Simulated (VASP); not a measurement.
Input:

```xyz
2
Lattice="0.0000 2.6669 2.6669 2.6669 0.0000 2.6669 2.6669 2.6669 0.0000" Properties=species:S:1:pos:R:3 pbc="T T T"
Mg     0.0000     0.0000     0.0000
Se     2.6669     2.6669     2.6669
```

These are HSEsol screened hybrid, VASP's PBE PAW potentials (set 64) (plane waves; VASP) values and carry that method's errors. Settings: 520 eV cut-off, 6×6×6 Γ-centred mesh, Gaussian smearing of 0.050 eV, potentials Mg Se.

Estimate the energy per atom (σ→0), pressure, band gap (on the k-mesh) with the smallest direct gap where there is one.

```
Item                                          Value
-----------------------------------  --------------
band gap (on the k-mesh)                    2.76 eV
smallest direct gap (on the k-mesh)         4.02 eV
energy per atom (σ→0)                -4.594 eV/atom
pressure                                   3.85 GPa
```

The compound is MgSe in the rock salt structure. This cell is one point of a volume scan, at 0.91 of the reference volume. The cell's shape comes from a PBE relaxation.
